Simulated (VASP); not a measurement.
A run of VASP 6.6.1 is set up as follows.

File INCAR:

```
SYSTEM = VSe2
  PREC = Accurate
  ENCUT = 520
  EDIFF = 1E-7
  ISMEAR = 0
  SIGMA = 0.02
  LREAL = .False.
  LASPH = .True.
  NELM = 100
  ALGO = Fast
  ISIF = 4
  LWAVE = .False.
  LCHARG = .False.
  ISPIN = 2
  MAGMOM = 1 0 0
  LORBIT = 11
  LMAXMIX = 4
  GGA = PS
  IBRION = 2
  NSW = 80
  EDIFFG = -0.002
```

File KPOINTS:

```
regular mesh
0
Gamma
  12 12 6
  0 0 0
```

File POSCAR:

```
VSe2                                    
1.0
    3.2478888433      0.0000000000     -0.0000000000
   -1.6239444217      2.8127542473      0.0000000000
   -0.0000000000     -0.0000000000      6.0851628782
  V               Se            
     1     2
Direct
     0.0000000000000000    0.0000000000000000    0.0000000000000000
     0.3333333300000021    0.6666666699999979    0.2554860512043283
     0.6666666699999979    0.3333333300000021    0.7445139487956718
```

Potentials or basis: VASP PAW PBE potentials, release 64 (V_sv, Se).

Launch:

```sh
$ cat potpaw_PBE.64/V_sv/POTCAR potpaw_PBE.64/Se/POTCAR > POTCAR
$ mpirun -np 1 vasp_std > vasp.out
```

(1) Predict the net moment.

(2) Predict the site moments.

## Answers

(1) 0.35 μB per cell.

(2) V +0.34; Se -0.01 μB.
